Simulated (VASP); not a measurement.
# SnAs with r2SCAN + rVV10: from relaxation to properties, part 6 of 7

What structure and properties does r2SCAN + rVV10 give SnAs, and how near are they to the measured ones? Left out of this account: at least 1 further run (core levels: core levels are not valid at this level). The start is a cell from a database of measured crystal structures.

VASP 6.6.1, plane waves and PAW; the level of theory is named at each step.

Still holding for the runs below: This run has no spin polarisation. Its electron count is odd, so without a moment it is a metal by construction. The k-mesh is coarse for a metal.

So far. Step 7 (Density of states (r2SCAN + rVV10)): The finer mesh and the other smearing move the Fermi level by +0.33 eV from the 6×6×6 run, one measure of the sampling error in the zero of the bands above. Of the states within 0.3 eV of the Fermi level, the largest shares in the PAW spheres are As p 22 %, Sn p 16 % and Sn s 14 %. The rest lies in smaller channels or between the spheres. The relaxed cell has a = 5.721 Å (conventional setting).

The database entry behind the starting cell differs from later determinations by our own check (an axis about 0.7 % short against later determinations), so it need not match the best structure at ambient conditions.

### 9. Band structure (r2SCAN + rVV10 + SOC)

This step: r2SCAN with rVV10, spin-orbit coupling; plane waves and PAW (Sn_d, As) (VASP 6.6.1).

The mesh alone shows little of the dispersion and can miss band extrema, so KPOINTS_OPT adds a path through the symmetry points after the self-consistent cycle. Spin-orbit coupling needs spinors and the noncollinear program, where each band holds one electron.

Contents of INCAR:

```
SYSTEM = SnAs
PREC = Accurate
ENCUT = 400
EDIFF = 1E-06
NELM = 100
ISMEAR = 0
SIGMA = 0.05
LREAL = .FALSE.
ALGO = Normal
METAGGA = R2SCAN
LUSE_VDW = .TRUE.
IVDW_NL = 2
BPARAM = 11.95
CPARAM = 0.0093
LASPH = .TRUE.
LNONCOLLINEAR = .TRUE.
MAGMOM = 0 0 0 0 0 0
NBANDS = 30
GGA_COMPAT = .FALSE.
LSORBIT = .TRUE.
LORBIT = 11
LWAVE = .FALSE.
LCHARG = .FALSE.
KPAR = 2
```

Contents of POSCAR:

```
SnAs
1.0
    0.0000000000      2.8606905512      2.8606905512
    2.8606905512      0.0000000000      2.8606905512
    2.8606905512      2.8606905512      0.0000000000
Sn As
1 1
Direct
    0.0000000000      0.0000000000      0.0000000000
    0.5000000000      0.5000000000      0.5000000000
```

Contents of KPOINTS:

```
Automatic mesh
0
Gamma
5 5 5
0 0 0
```

Contents of KPOINTS_OPT:

```
Line mode
16
Line-mode
Reciprocal
  0.00000000   0.00000000   0.00000000 GAMMA
  0.50000000   0.00000000   0.50000000 X

  0.50000000   0.00000000   0.50000000 X
  0.50000000   0.25000000   0.75000000 W

  0.50000000   0.25000000   0.75000000 W
  0.37500000   0.37500000   0.75000000 K

  0.37500000   0.37500000   0.75000000 K
  0.00000000   0.00000000   0.00000000 GAMMA

  0.00000000   0.00000000   0.00000000 GAMMA
  0.50000000   0.50000000   0.50000000 L

  0.50000000   0.50000000   0.50000000 L
  0.62500000   0.25000000   0.62500000 U

  0.62500000   0.25000000   0.62500000 U
  0.50000000   0.25000000   0.75000000 W

  0.50000000   0.25000000   0.75000000 W
  0.50000000   0.50000000   0.50000000 L

  0.50000000   0.50000000   0.50000000 L
  0.37500000   0.37500000   0.75000000 K

  0.62500000   0.25000000   0.62500000 U
  0.50000000   0.00000000   0.50000000 X
```

Potentials, in the order of the species: Sn_d and As (PBE family, release 64).

The run is started by

```console
mpirun -np 2 vasp_ncl
```

Output:

```text
[... set-up lines as in an earlier step ...]
 entering main loop
       N       E                     dE             d eps       ncg     rms          rms(c)
Total rVV10 correction in eV:      0.4321807    21.5668747
Total rVV10 correction in eV:      0.4321807    21.5668747
DAV:   1     0.124183505983E+03    0.12418E+03   -0.78173E+03   624   0.145E+03
DAV:   2    -0.216596109463E+02   -0.14584E+03   -0.14079E+03   612   0.417E+02
DAV:   3    -0.412198025128E+02   -0.19560E+02   -0.19177E+02   690   0.133E+02
DAV:   4    -0.420223165581E+02   -0.80251E+00   -0.80001E+00   726   0.286E+01
DAV:   5    -0.420491864158E+02   -0.26870E-01   -0.26868E-01   842   0.516E+00    0.366E+00
Total rVV10 correction in eV:      0.4334720    21.5668756
Total rVV10 correction in eV:      0.4334720    21.5668756
DAV:   6    -0.391226831436E+02    0.29265E+01   -0.80715E-01   738   0.151E+01    0.217E+00
Total rVV10 correction in eV:      0.4367516    21.5668756
Total rVV10 correction in eV:      0.4367516    21.5668756
DAV:   7    -0.391206999999E+02    0.19831E-02   -0.80531E-02   662   0.180E+00    0.109E+00
Total rVV10 correction in eV:      0.4379765    21.5668756
Total rVV10 correction in eV:      0.4379765    21.5668756
DAV:   8    -0.391236503131E+02   -0.29503E-02   -0.56486E-03   714   0.754E-01    0.516E-01
Total rVV10 correction in eV:      0.4384567    21.5668756
Total rVV10 correction in eV:      0.4384567    21.5668756
DAV:   9    -0.391241416248E+02   -0.49131E-03   -0.41532E-04   744   0.228E-01    0.156E-01
Total rVV10 correction in eV:      0.4387027    21.5668756
Total rVV10 correction in eV:      0.4387027    21.5668756
DAV:  10    -0.391242542161E+02   -0.11259E-03   -0.18493E-04   682   0.106E-01    0.451E-02
Total rVV10 correction in eV:      0.4387075    21.5668756
Total rVV10 correction in eV:      0.4387075    21.5668756
DAV:  11    -0.391242573134E+02   -0.30974E-05   -0.40918E-05   748   0.877E-02    0.152E-02
Total rVV10 correction in eV:      0.4387550    21.5668756
Total rVV10 correction in eV:      0.4387550    21.5668756
DAV:  12    -0.391242592808E+02   -0.19674E-05   -0.38960E-06   680   0.183E-02    0.334E-03
Total rVV10 correction in eV:      0.4387661    21.5668756
Total rVV10 correction in eV:      0.4387661    21.5668756
DAV:  13    -0.391242597418E+02   -0.46091E-06   -0.37762E-07   420   0.993E-03
Total rVV10 correction in eV:      0.4387720    21.5668756
Total rVV10 correction in eV:      0.4387720    21.5668756
Total rVV10 correction in eV:      0.4387704    21.5668756
Total rVV10 correction in eV:      0.4387704    21.5668756
   1 F= -.39124260E+02 E0= -.39122433E+02  d E =-.365422E-02  mag=    -0.0000    -0.0000     0.0000
 Start KPOINTS_OPT (optional k-point list driver)
k-point batch [1-10\160]
       N       E                     dE             ncg
DAV:   1     0.418465154242E+03   -0.53741E+03      650
DAV:   2    -0.111223274222E+04   -0.15307E+04      612
DAV:   3    -0.132703531929E+04   -0.21480E+03      706
DAV:   4    -0.133499050796E+04   -0.79552E+01      760
DAV:   5    -0.133524537453E+04   -0.25487E+00      890
DAV:   6    -0.133524849900E+04   -0.31245E-02      802
DAV:   7    -0.133524859550E+04   -0.96507E-04      908
DAV:   8    -0.133524859716E+04   -0.16537E-05      730
DAV:   9    -0.133524859721E+04   -0.51939E-07      526
[...]
k-point batch [151-160\160]
       N       E                     dE             ncg
DAV:   1     0.166711212240E+03   -0.55905E+04      632
DAV:   2    -0.128230050135E+04   -0.14490E+04      600
DAV:   3    -0.145905987796E+04   -0.17676E+03      800
DAV:   4    -0.146475014031E+04   -0.56903E+01      722
DAV:   5    -0.146493819497E+04   -0.18805E+00      910
DAV:   6    -0.146493968418E+04   -0.14892E-02      732
DAV:   7    -0.146493975334E+04   -0.69155E-04      904
DAV:   8    -0.146493975406E+04   -0.72763E-06      638
```

Wall time 17 min (2 MPI ranks of AMD EPYC 7R43, shared host); peak memory 0.71 GiB.

Parts of OUTCAR (step 9):

```text
   k-points           NKPTS =     10   k-points in BZ     NKDIM =     10   number of bands    NBANDS=     30

   NELECT =      19.0000    total number of electrons

 E-fermi :   6.6534

 k-point     1 :       0.0000    0.0000    0.0000
  band No.  band energies     occupation
    ...
     16       5.4082      1.00000
     17       5.8374      1.00000
     18       5.8374      1.00000
     19       5.8374      1.00000
     20       5.8374      1.00000
     21      12.2851      0.00000
     22      12.2851      0.00000
     23      13.0315      0.00000
     24      13.0315      0.00000
     25      13.0315      0.00000
    ...

  Total       -0.0097338     -0.0097338     -0.0097338      0.0000000     -0.0000000     -0.0000000
  in kB       -0.3330828     -0.3330828     -0.3330828      0.0000000     -0.0000000     -0.0000000
  external PRESSURE =      -0.3330828 kB  Pullay stress =       0.0000000 kB

 POSITION                                       TOTAL-FORCE (eV/Angst)
 -----------------------------------------------------------------------------------
      0.00000      0.00000      0.00000         0.000000      0.000000      0.000000
      2.86069      2.86069      2.86069         0.000000      0.000000      0.000000
 -----------------------------------------------------------------------------------
    total drift:                               -0.000000      0.000000      0.000000

  FREE ENERGIE OF THE ION-ELECTRON SYSTEM (eV)
  ---------------------------------------------------
  free  energy   TOTEN  =       -39.1242597418 eV

  energy  without entropy=      -39.1206055182  energy(sigma->0) =      -39.12243263

 Spin-Orbit-Coupling matrix elements
 Ion:    1  E_soc:     -0.0895123
 Ion:    2  E_soc:     -0.0254983

 magnetization (x)
# of ion       s       p       d       tot
------------------------------------------
    1        0.000   0.000   0.000   0.000
    2        0.000   0.000  -0.000   0.000
--------------------------------------------------
tot          0.000   0.000  -0.000   0.000

 magnetization (y)
# of ion       s       p       d       tot
------------------------------------------
    1        0.000   0.000   0.000   0.000
    2        0.000   0.000   0.000   0.000
--------------------------------------------------
tot          0.000   0.000   0.000   0.000

 magnetization (z)
# of ion       s       p       d       tot
------------------------------------------
    1        0.000   0.000  -0.000  -0.000
    2        0.000  -0.000   0.000  -0.000
--------------------------------------------------
tot          0.000  -0.000  -0.000  -0.000

[... 6 parts as in an earlier step ...]

[... 10 further parts left out ...]
```

Numbers from this step:

| Property | Result |
| --- | --- |
| SCF cycles | 13 |
| bands | 30 |
| irreducible k-points | 10 |
| free energy (TOTEN) | -39.12 eV |
| energy at zero smearing | -39.12 eV |
| Fermi energy | 6.653 eV |
| pressure | -0.03331 GPa |

On-site spin-orbit energy by atom:

```
atom  on-site spin-orbit energy (eV)
 Sn1                         -0.0895
 As2                         -0.0255
```

Electronic bands along the path, in eV, zero at the Fermi level; # counts the bands kept in this run, so #1 is VASP's band 13:

```
          point     #3     #4     #5     #6     #7     #8    #9   #10
              Γ  -1.25  -1.25  -0.82  -0.82  -0.82  -0.82  5.63  5.63
0.47 of the way  -2.30  -2.30  -2.03  -2.03  -0.28  -0.28  4.27  4.27
              X  -5.31  -5.31  -3.36  -3.36  -3.10  -3.10  3.36  3.36
0.47 of the way  -5.56  -5.56  -3.73  -3.73  -1.55  -1.55  4.26  4.26
              W  -4.80  -4.80  -4.75  -4.75   1.24   1.24  2.67  2.67
0.47 of the way  -5.12  -5.12  -3.89  -3.89   0.06   0.06  3.82  3.82
              K  -5.26  -5.26  -2.57  -2.57  -1.50  -1.50  5.18  5.18
0.47 of the way  -3.01  -3.01  -0.25  -0.25   1.72   1.72  2.29  2.29
              Γ  -1.25  -1.25  -0.82  -0.82  -0.82  -0.82  5.63  5.63
0.53 of the way  -0.93  -0.93  -0.67  -0.67   1.24   1.24  3.06  3.06
              L  -0.54  -0.54  -0.36  -0.36   1.32   1.32  1.73  1.73
0.53 of the way  -3.34  -3.34  -1.63  -1.63  -0.24  -0.24  3.52  3.52
              U  -5.26  -5.26  -2.57  -2.57  -1.50  -1.50  5.18  5.18
0.47 of the way  -5.15  -5.15  -3.71  -3.71  -0.18  -0.18  4.05  4.05
              W  -4.80  -4.80  -4.75  -4.75   1.24   1.24  2.67  2.67
0.53 of the way  -3.05  -3.05  -2.47  -2.47   1.00   1.00  2.03  2.03
              L  -0.54  -0.54  -0.36  -0.36   1.32   1.32  1.73  1.73
0.47 of the way  -2.92  -2.92  -1.45  -1.45  -0.01  -0.01  3.21  3.21
              K  -5.26  -5.26  -2.57  -2.57  -1.50  -1.50  5.18  5.18
      jump to U  -5.26  -5.26  -2.57  -2.57  -1.50  -1.50  5.18  5.18
0.47 of the way  -5.64  -5.64  -3.06  -3.06  -2.46  -2.46  3.98  3.98
              X  -5.31  -5.31  -3.36  -3.36  -3.10  -3.10  3.36  3.36
```

Of the projections kept (Sn, As), the largest for each band there, as a share of the weight inside these atoms' spheres; weight between the spheres isn't counted:

```
point       #3       #4       #5       #6       #7       #8       #9      #10
    Γ  As 0.68  As 0.68  As 0.69  As 0.69  As 0.69  As 0.69  Sn 0.77  Sn 0.77
    X  Sn 0.84  Sn 0.84  As 0.55  As 0.55  As 0.56  As 0.56  Sn 0.67  Sn 0.67
    W  Sn 0.51  Sn 0.51  As 0.51  As 0.51  As 0.67  As 0.67  Sn 0.83  Sn 0.83
    K  Sn 0.51  Sn 0.51  As 0.58  As 0.58  Sn 0.61  Sn 0.61  As 0.66  As 0.66
    Γ  As 0.68  As 0.68  As 0.69  As 0.69  As 0.69  As 0.69  Sn 0.77  Sn 0.77
    L  As 0.87  As 0.87  As 0.86  As 0.86  Sn 0.73  Sn 0.73  Sn 0.79  Sn 0.79
```

There is no gap at this level.

Of the bands kept, 2 cross the Fermi level on this path (spinor bands, one electron each).

### 10. A single point (r2SCAN + rVV10) with a changed input

This step: r2SCAN with rVV10; plane waves and PAW (Sn_d, As) (VASP 6.6.1).

A single point gives energy, forces and stress at these settings. Some settings are moved from the usual, to see what they do.

Contents of INCAR:

```
SYSTEM = SnAs
PREC = High
ENCUT = 400
EDIFF = 1E-06
NELM = 100
ISMEAR = 0
SIGMA = 0.05
LREAL = .FALSE.
ALGO = Normal
METAGGA = R2SCAN
LUSE_VDW = .TRUE.
IVDW_NL = 2
BPARAM = 11.95
CPARAM = 0.0093
LASPH = .TRUE.
NBANDS = 15
LORBIT = 11
LWAVE = .FALSE.
LCHARG = .FALSE.
KPAR = 2
ISIF = 2
```

POSCAR is that of step 9.

Contents of KPOINTS:

```
Automatic mesh
0
Gamma
6 6 6
0 0 0
```

The run is started by

```console
mpirun -np 2 vasp_std
```

Output:

```text
[... set-up lines as in an earlier step ...]
 entering main loop
       N       E                     dE             d eps       ncg     rms          rms(c)
Total rVV10 correction in eV:      0.4321804    21.5668747
Total rVV10 correction in eV:      0.4321804    21.5668747
DAV:   1     0.745230838247E+02    0.74523E+02   -0.82619E+03   494   0.137E+03
DAV:   2    -0.334611963200E+02   -0.10798E+03   -0.10546E+03   515   0.334E+02
DAV:   3    -0.417909771171E+02   -0.83298E+01   -0.82950E+01   620   0.844E+01
DAV:   4    -0.419811502723E+02   -0.19017E+00   -0.19015E+00   551   0.140E+01
DAV:   5    -0.419873461305E+02   -0.61959E-02   -0.61958E-02   683   0.224E+00    0.359E+00
Total rVV10 correction in eV:      0.4335218    21.5668841
Total rVV10 correction in eV:      0.4335218    21.5668841
DAV:   6    -0.390659423054E+02    0.29214E+01   -0.81191E-01   613   0.150E+01    0.209E+00
Total rVV10 correction in eV:      0.4369106    21.5668842
Total rVV10 correction in eV:      0.4369106    21.5668842
DAV:   7    -0.390641575329E+02    0.17848E-02   -0.78456E-02   515   0.178E+00    0.932E-01
Total rVV10 correction in eV:      0.4382662    21.5668842
Total rVV10 correction in eV:      0.4382662    21.5668842
DAV:   8    -0.390669844720E+02   -0.28269E-02   -0.52613E-03   585   0.737E-01    0.277E-01
Total rVV10 correction in eV:      0.4388293    21.5668841
Total rVV10 correction in eV:      0.4388293    21.5668841
DAV:   9    -0.390673663794E+02   -0.38191E-03   -0.61419E-04   543   0.214E-01    0.533E-02
Total rVV10 correction in eV:      0.4388457    21.5668841
Total rVV10 correction in eV:      0.4388457    21.5668841
DAV:  10    -0.390673754496E+02   -0.90702E-05   -0.10520E-04   634   0.123E-01    0.272E-02
Total rVV10 correction in eV:      0.4389040    21.5668841
Total rVV10 correction in eV:      0.4389040    21.5668841
DAV:  11    -0.390673795660E+02   -0.41164E-05   -0.99319E-06   613   0.373E-02    0.459E-03
Total rVV10 correction in eV:      0.4389240    21.5668841
Total rVV10 correction in eV:      0.4389240    21.5668841
DAV:  12    -0.390673802583E+02   -0.69234E-06   -0.18945E-06   394   0.232E-02
Total rVV10 correction in eV:      0.4389277    21.5668841
Total rVV10 correction in eV:      0.4389277    21.5668841
Total rVV10 correction in eV:      0.4389296    21.5668841
Total rVV10 correction in eV:      0.4389296    21.5668841
   1 F= -.39067380E+02 E0= -.39066778E+02  d E =-.120454E-02
```

Wall time 49 s (2 MPI ranks); peak memory 0.3 GiB.

From OUTCAR (step 10):

```text
   NELECT =      19.0000    total number of electrons

 E-fermi :   6.6997

 k-point     1 :       0.0000    0.0000    0.0000
  band No.  band energies     occupation
    ...
      6      -6.8405      2.00000
      7       4.5358      2.00000
      8       5.6961      2.00000
      9       5.6962      2.00000
     10       5.6962      2.00000
     11      12.7918      0.00000
     12      12.7920      0.00000
     13      12.7920      0.00000
     14      13.3561      0.00000
     15      13.3561      0.00000

  Total        0.0160693      0.0160693      0.0160693      0.0000000      0.0000000     -0.0000000
  in kB        0.5498754      0.5498754      0.5498754      0.0000000      0.0000000     -0.0000000
  external PRESSURE =       0.5498754 kB  Pullay stress =       0.0000000 kB

 POSITION                                       TOTAL-FORCE (eV/Angst)
 -----------------------------------------------------------------------------------
      0.00000      0.00000      0.00000         0.000000      0.000000     -0.000000
      2.86069      2.86069      2.86069         0.000000      0.000000      0.000000
 -----------------------------------------------------------------------------------
    total drift:                                0.000000     -0.000000     -0.000000

  FREE ENERGIE OF THE ION-ELECTRON SYSTEM (eV)
  ---------------------------------------------------
  free  energy   TOTEN  =       -39.0673802583 eV

  energy  without entropy=      -39.0661757191  energy(sigma->0) =      -39.06677799

[... 7 parts as in an earlier step ...]

[... 10 further parts left out ...]
```

PREC = High changes the FFT grids.

Numbers from this step:

* SCF cycles: 12
* bands: 15
* irreducible k-points: 16
* free energy (TOTEN): -39.07 eV
* energy at zero smearing: -39.07 eV
* Fermi energy: 6.700 eV
* pressure: 0.05499 GPa

Against the sound run “Single point with fields (r2SCAN + rVV10)”, the energy at zero smearing moves by +0.3 meV an atom, the pressure by +0.01 GPa and the Fermi level by -0.00 eV.

(Continued in part 7 of 7.)

[Lines on the potential files, build, host, timing and source positions are cut from VASP's logs without a mark.]

[Logs are printed without paths, hosts, clocks, repeated set-up lines and the standing remarks that a program may print on its own settings, such as how far it seeks lower states.]

[Hosts, paths, dates, database ids (printed as entryN), source tags and the programs' standing remarks are cut or masked in the printed files.]

[A measured line is paired with the nearest computed mode of its activity, which favours agreement.]

[In band tables of VASP the shares of atoms and orbitals are scaled to a sum of 1 inside the atoms' spheres.]
